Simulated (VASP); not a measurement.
OSZICAR of a VASP run on VSi (space group P6_3/mmc):

OSZICAR:
```
       N       E                     dE             d eps       ncg     rms          rms(c)
DAV:   1     0.235777852085E+03    0.23578E+03   -0.14234E+04  2244   0.102E+03
DAV:   2    -0.235182736176E+02   -0.25930E+03   -0.25064E+03  2046   0.366E+02
DAV:   3    -0.347960629677E+02   -0.11278E+02   -0.10751E+02  2553   0.752E+01
DAV:   4    -0.349877357547E+02   -0.19167E+00   -0.19138E+00  2157   0.928E+00
DAV:   5    -0.349911836061E+02   -0.34479E-02   -0.34472E-02  2463   0.120E+00    0.310E+01
DAV:   6    -0.327033013458E+02    0.22879E+01   -0.69406E+01  2287   0.606E+01    0.140E+01
DAV:   7    -0.310090467336E+02    0.16943E+01   -0.25971E+01  2254   0.379E+01    0.843E+00
DAV:   8    -0.306595875307E+02    0.34946E+00   -0.17838E+00  2274   0.991E+00    0.254E+00
DAV:   9    -0.306526708481E+02    0.69167E-02   -0.15391E-01  2549   0.254E+00    0.117E+00
DAV:  10    -0.306514409487E+02    0.12299E-02   -0.32086E-03  2176   0.440E-01    0.462E-01
DAV:  11    -0.306501626190E+02    0.12783E-02   -0.13582E-02  2401   0.875E-01    0.175E-01
DAV:  12    -0.306500560871E+02    0.10653E-03   -0.71611E-04  2389   0.201E-01    0.642E-02
DAV:  13    -0.306500482827E+02    0.78044E-05   -0.87260E-05  2536   0.626E-02    0.277E-02
DAV:  14    -0.306500528907E+02   -0.46080E-05   -0.73956E-06  2144   0.225E-02    0.695E-03
DAV:  15    -0.306500532922E+02   -0.40146E-06   -0.64385E-07  1099   0.693E-03
   1 F= -.30650053E+02 E0= -.30642119E+02  d E =-.158682E-01  mag=     0.0002
```

### Question
Which electronic solver shows in the log?

### Answer
It is blocked Davidson (ALGO = Normal, or the opening steps of other solvers). The INCAR had ALGO = Normal.

### Question
How was spin treated?

### Answer
Collinear spin (ISPIN = 2): the summary line carries one mag value, 0.00 μB in the cell.

### Question
Can the final energy be trusted as converged?

### Answer
Self-consistency was reached. It stopped with EDIFF = 1E-6, NELM = 100 (PBEsol GGA, plane waves, VASP's PBE PAW potentials (set 64)).

The structure was generated: VSi was put into an ordered model structure, which need not be its known phase. The cell was not relaxed at this level. The k-mesh is coarse (spacing up to 0.32 per Å, 2π included), so the numbers may not be converged in it. The run is one of a series of settings (GGA = PS against the base run), some of them coarse on purpose.
